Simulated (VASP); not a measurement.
Consider the following.

```
Be
1.0
    1.14500    -1.98320     0.00000
    1.14500     1.98320     0.00000
    0.00000     0.00000     3.58000
Be
2
Direct
  0.33333   0.66667   0.25000
  0.66667   0.33333   0.75000
```

Method: r2SCAN+rVV10, VASP's PBE PAW potentials (set 64) (plane waves; VASP). Numerical set-up: 520 eV cut-off, 16×16×9 Γ-centred mesh, first-order Methfessel-Paxton smearing of 0.10 eV, potentials Be.

Energy and stress use the plane-wave basis of the starting cell.

Q: The ions, cell shape and volume are relaxed. Give the cell that the relaxation ends in.

A: 
```
Be
1.0
    1.13293    -1.96229     0.00000
    1.13293     1.96229     0.00000
    0.00000     0.00000     3.56162
Be
2
Direct
  0.33333   0.66667   0.25000
  0.66667   0.33333   0.75000
```
Space group P6_3/mmc (194), at a tolerance of 0.03 Å.

Q: How do energy and volume change from the first to the last step?

A: The energy (σ→0) changes by -2.2 meV/atom and the volume by -2.6 %, in 5 ionic steps.

The compound is Be in the hcp structure. This run relaxes it. Symmetry was kept, so distortions that lower it aren't found.
